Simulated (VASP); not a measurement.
# Ge under biaxial strain, part 2 of 2

How does Ge answer to strain in the plane, when the third axis is free? The starting structure is a measured crystal structure from the Crystallography Open Database. All runs use LDA. The equilibrium cell comes from relaxations that aren't shown. The strained plane is (001) of the cubic or hexagonal setting. Its Cartesian x and y axes are then stretched or squeezed alike, and the third axis is relaxed.

VASP 6.6.1.

Results so far: no strain 0.0 GPa; -2 % along x and y 2.0 GPa; +2 % along x and y -1.5 GPa; -1 % along x and y 1.0 GPa.

## 6. Relaxation at +1 % along x and y

Level of this step: LDA; plane waves and PAW (Ge_d) (VASP).

This run starts from the cell of an earlier relaxation, which isn't shown; the restart sets up the plane waves anew.

INCAR reads:

```
SYSTEM = Ge
PREC = Accurate
ENCUT = 500
EDIFF = 1E-07
NELM = 100
ISMEAR = 0
SIGMA = 0.05
LREAL = .FALSE.
ALGO = Normal
GGA = CA
NBANDS = 34
LORBIT = 11
LWAVE = .FALSE.
LCHARG = .FALSE.
KPAR = 8
IBRION = 2
NSW = 50
ISIF = 3
EDIFFG = -0.003
LATTICE_CONSTRAINTS = .FALSE. .FALSE. .TRUE.
```

POSCAR reads:

```
Ge
1.0
    4.0162451294      0.0000000000      0.0000000000
    0.0000000000      4.0162451294      0.0000000000
    0.0000000000      0.0000000000      5.5747210873
Ge
4
Direct
    0.0000000000      0.0000000000      0.5000000000
    0.5000000000      0.5000000000      0.0000000000
    0.5000000000      0.0000000000      0.7500000000
    0.0000000000      0.5000000000      0.2500000000
```

KPOINTS reads:

```
Automatic mesh
0
Gamma
8 8 6
0 0 0
```

The projector-augmented-wave data sets are Ge_d (LDA family, release 64).

Run with:

```sh
$ mpirun -np 8 vasp_std
```

The program printed:

```text
[... set-up lines as in an earlier step ...]
 entering main loop
       N       E                     dE             d eps       ncg     rms          rms(c)
DAV:   1     0.480027784437E+03    0.48003E+03   -0.28516E+04  4642   0.440E+03
DAV:   2     0.602569423827E+02   -0.41977E+03   -0.41237E+03  4080   0.792E+02
DAV:   3    -0.170664827555E+02   -0.77323E+02   -0.76472E+02  4558   0.209E+02
DAV:   4    -0.210422733434E+02   -0.39758E+01   -0.39657E+01  4640   0.562E+01
[...]
DAV:  11    -0.207703827470E+02    0.12378E-06   -0.23687E-06  4890   0.165E-02    0.193E-03
DAV:  12    -0.207703826104E+02    0.13664E-06   -0.45062E-07  3870   0.561E-03    0.568E-04
DAV:  13    -0.207703826073E+02    0.30905E-08   -0.25360E-08  2348   0.109E-03
   1 F= -.20770383E+02 E0= -.20770339E+02  d E =-.207704E+02
[...]
reached required accuracy - stopping structural energy minimisation
```

The job ended after 9.4 s (8 MPI ranks of Intel Xeon 6975P-C (Granite Rapids), shared host; peak memory 2 GiB).

From OUTCAR (step 6):

```text
  Total       -0.6479586     -0.6479586     -0.0032539      0.0000000      0.0000000      0.0000000
  in kB      -11.5450083    -11.5450083     -0.0579756      0.0000000      0.0000000      0.0000000
  external PRESSURE =      -7.7159974 kB  Pullay stress =       0.0000000 kB

 POSITION                                       TOTAL-FORCE (eV/Angst)
 -----------------------------------------------------------------------------------
      0.00000      0.00000      2.78736         0.000000     -0.000000     -0.000000
      2.00812      2.00812      0.00000         0.000000     -0.000000      0.000000
      2.00812      0.00000      4.18104        -0.000000      0.000000      0.000000
      0.00000      2.00812      1.39368         0.000000      0.000000      0.000000
 -----------------------------------------------------------------------------------
    total drift:                                0.000000      0.000000      0.000000

  FREE ENERGIE OF THE ION-ELECTRON SYSTEM (eV)
  ---------------------------------------------------
  free  energy   TOTEN  =       -20.7703826073 eV

  energy  without entropy=      -20.7702953554  energy(sigma->0) =      -20.77033898

[... 2 parts as in an earlier step ...]

[... 2 further parts left out ...]
[key lines of the parts left out:]
E-fermi :   4.8036
```

+1 % along x and y: 22.480 Å³ an atom and a mean stress of -0.77 GPa, with a third cell vector of 5.575 Å, and 0.128 eV of gap on the mesh.

## 7. Relaxation at -3 % along x and y

This run starts from the cell of an earlier relaxation, which isn't shown; the restart sets up the plane waves anew.

INCAR is that of step 6.

POSCAR reads:

```
Ge
1.0
    3.8571859163      0.0000000000      0.0000000000
    0.0000000000      3.8571859163      0.0000000000
    0.0000000000      0.0000000000      5.7474341351
Ge
4
Direct
    0.0000000000      0.0000000000      0.5000000000
    0.5000000000      0.5000000000      0.0000000000
    0.5000000000      0.0000000000      0.7500000000
    0.0000000000      0.5000000000      0.2500000000
```

KPOINTS is that of step 6.

Run with:

```sh
$ mpirun -np 8 vasp_std
```

The program printed:

```text
[... set-up lines as in an earlier step ...]
 entering main loop
       N       E                     dE             d eps       ncg     rms          rms(c)
DAV:   1     0.470618533205E+03    0.47062E+03   -0.28335E+04  4644   0.449E+03
DAV:   2     0.583012470727E+02   -0.41232E+03   -0.40446E+03  4088   0.770E+02
DAV:   3    -0.170615859243E+02   -0.75363E+02   -0.74417E+02  4482   0.207E+02
DAV:   4    -0.210224916545E+02   -0.39609E+01   -0.39471E+01  4726   0.562E+01
[...]
DAV:  11    -0.206995935185E+02    0.49432E-06   -0.26600E-06  4862   0.167E-02    0.286E-03
DAV:  12    -0.206995933418E+02    0.17673E-06   -0.59662E-07  3876   0.658E-03    0.702E-04
DAV:  13    -0.206995933382E+02    0.35907E-08   -0.30547E-08  2342   0.127E-03
   1 F= -.20699593E+02 E0= -.20699409E+02  d E =-.206996E+02
[...]
reached required accuracy - stopping structural energy minimisation
```

Wall time 7.6 s (8 MPI ranks); peak memory 1.9 GiB.

Parts of OUTCAR (step 7):

```text
  Total        2.4465971      2.4465971      0.0067804      0.0000000      0.0000000      0.0000000
  in kB       45.8414026     45.8414026      0.1270438      0.0000000      0.0000000      0.0000000
  external PRESSURE =      30.6032830 kB  Pullay stress =       0.0000000 kB

 POSITION                                       TOTAL-FORCE (eV/Angst)
 -----------------------------------------------------------------------------------
      0.00000      0.00000      2.87372         0.000000     -0.000000     -0.000000
      1.92859      1.92859      0.00000         0.000000     -0.000000     -0.000000
      1.92859      0.00000      4.31058        -0.000000      0.000000      0.000000
      0.00000      1.92859      1.43686         0.000000      0.000000      0.000000
 -----------------------------------------------------------------------------------
    total drift:                                0.000000      0.000000      0.000000

  FREE ENERGIE OF THE ION-ELECTRON SYSTEM (eV)
  ---------------------------------------------------
  free  energy   TOTEN  =       -20.6995933382 eV

  energy  without entropy=      -20.6992238293  energy(sigma->0) =      -20.69940858

[... 2 parts as in an earlier step ...]

[... 2 further parts left out ...]
[key lines of the parts left out:]
E-fermi :   5.4602
```

-3 % along x and y: 21.377 Å³ an atom and a mean stress of 3.06 GPa, with a third cell vector of 5.747 Å, and 0.040 eV of gap on the mesh.

## 8. Relaxation at +3 % along x and y

This run starts from the cell of an earlier relaxation, which isn't shown; the restart sets up the plane waves anew.

INCAR is that of step 7.

POSCAR reads:

```
Ge
1.0
    4.0957747359      0.0000000000      0.0000000000
    0.0000000000      4.0957747359      0.0000000000
    0.0000000000      0.0000000000      5.4876982364
Ge
4
Direct
    0.0000000000      0.0000000000      0.5000000000
    0.5000000000      0.5000000000      0.0000000000
    0.5000000000      0.0000000000      0.7500000000
    0.0000000000      0.5000000000      0.2500000000
```

KPOINTS is that of step 7.

Run with:

```sh
$ mpirun -np 8 vasp_std
```

The program printed:

```text
[... set-up lines as in an earlier step ...]
 entering main loop
       N       E                     dE             d eps       ncg     rms          rms(c)
DAV:   1     0.485645842278E+03    0.48565E+03   -0.28556E+04  4594   0.436E+03
DAV:   2     0.614313595173E+02   -0.42421E+03   -0.41663E+03  4080   0.792E+02
DAV:   3    -0.168734924027E+02   -0.78305E+02   -0.77591E+02  4524   0.210E+02
DAV:   4    -0.209650990586E+02   -0.40916E+01   -0.40792E+01  4678   0.564E+01
[...]
DAV:  11    -0.207206453204E+02   -0.20522E-07   -0.21230E-06  4734   0.146E-02    0.312E-03
DAV:  12    -0.207206451599E+02    0.16052E-06   -0.50622E-07  3892   0.416E-03    0.521E-04
DAV:  13    -0.207206451585E+02    0.13588E-08   -0.27828E-08  2354   0.123E-03
   1 F= -.20720645E+02 E0= -.20720565E+02  d E =-.207206E+02
[...]
reached required accuracy - stopping structural energy minimisation
```

Wall time 8.8 s (8 MPI ranks); peak memory 2 GiB.

From OUTCAR (step 8):

```text
  Total       -1.9654029     -1.9654029     -0.0022157      0.0000000      0.0000000      0.0000000
  in kB      -34.2058055    -34.2058055     -0.0385614      0.0000000      0.0000000      0.0000000
  external PRESSURE =     -22.8167241 kB  Pullay stress =       0.0000000 kB

 POSITION                                       TOTAL-FORCE (eV/Angst)
 -----------------------------------------------------------------------------------
      0.00000      0.00000      2.74385         0.000000      0.000000     -0.000000
      2.04789      2.04789      0.00000        -0.000000      0.000000     -0.000000
      2.04789      0.00000      4.11577         0.000000     -0.000000      0.000000
      0.00000      2.04789      1.37192        -0.000000     -0.000000     -0.000000
 -----------------------------------------------------------------------------------
    total drift:                                0.000000      0.000000      0.000000

  FREE ENERGIE OF THE ION-ELECTRON SYSTEM (eV)
  ---------------------------------------------------
  free  energy   TOTEN  =       -20.7206451585 eV

  energy  without entropy=      -20.7204841019  energy(sigma->0) =      -20.72056463

[... 2 parts as in an earlier step ...]

[... 2 further parts left out ...]
[key lines of the parts left out:]
E-fermi :   4.4791
```

+3 % along x and y: 23.015 Å³ an atom and a mean stress of -2.28 GPa, with a third cell vector of 5.488 Å, and 0.097 eV of gap on the mesh.

## 9. The runs compared

| run | volume (Å³/atom) | mean stress, as a pressure (GPa) | third cell vector (Å) | gap on the mesh (eV) | core minutes |
| --- | --- | --- | --- | --- | --- |
| -3 % along x and y | 21.377 | 3.06 | 5.747 | 0.04 | 1.01 |
| -2 % along x and y | 21.654 | 1.97 | 5.703 | 0.086 | 1.04 |
| -1 % along x and y | 21.928 | 0.97 | 5.66 | 0.102 | 1.25 |
| no strain | 22.211 | 0.04 | 5.619 | none | 1.23 |
| +1 % along x and y | 22.48 | -0.77 | 5.575 | 0.128 | 1.25 |
| +2 % along x and y | 22.747 | -1.54 | 5.531 | 0.117 | 1.17 |
| +3 % along x and y | 23.015 | -2.28 | 5.488 | 0.097 | 1.17 |

Core minutes are wall time times ranks of the run shown, on a shared host.

## 10. What came out

```
mean stress, as a pressure at -3 % along x and y : 3.06 GPa
mean stress, as a pressure at -2 % along x and y : 1.97 GPa
mean stress, as a pressure at -1 % along x and y : 0.97 GPa
mean stress, as a pressure at no strain          : 0.04 GPa
mean stress, as a pressure at +1 % along x and y : -0.77 GPa
mean stress, as a pressure at +2 % along x and y : -1.54 GPa
mean stress, as a pressure at +3 % along x and y : -2.28 GPa
```

What this shows: From -3 % along x and y to +3 % along x and y the third cell vector of Ge goes from 5.747 to 5.488 Å and the volume from 21.38 to 23.01 Å³ an atom. The gap on the mesh doesn't change in one direction: 0.04, 0.09, 0.10, none, 0.13, 0.12, 0.10 eV. Semilocal functionals give gaps that are too small, spin-orbit coupling is left out, and the mesh may miss the true band edges, by more at some strains than at others. A run without a gap counts as a metal by its occupations. Where bands change their order, the gap's trend can turn. Further runs on this material are not shown.

[Lines on the potential files, build, host, timing and source positions are cut from VASP's logs without a mark.]

[Logs are printed without paths, hosts, clocks, repeated set-up lines and the standing remarks that a program may print on its own settings, such as how far it seeks lower states.]

[Hosts, paths, dates, database ids (printed as entryN), source tags and the programs' standing remarks are cut or masked in the printed files.]
